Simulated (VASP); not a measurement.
Energy against volume of Ag (fcc). Level of theory: revTPSS meta-GGA, VASP's PBE PAW potentials (set 64) (plane waves; VASP). Numerical set-up: 520 eV cut-off, 15×15×15 Γ-centred mesh, first-order Methfessel-Paxton smearing of 0.10 eV, potentials Ag.

```csv
V (Å³/atom),E (eV/atom)
16.156,12.92143
16.656,12.91525
17.156,12.92037
17.655,12.93478
```

### Question
Fit these four points and predict the energy of the run at 15.656 Å³/atom.

### Answer
A cubic in V^(−2/3), the third-order Birch-Murnaghan form, passes through the four points with V0 = 16.66 Å³/atom and B0 = 120 GPa, and gives 12.9413 eV/atom there. The run gave 12.9413 eV/atom, +0.0 meV/atom from the fit; all five points give B0 = 120 GPa.

The compound is Ag in the fcc structure. It was relaxed first.
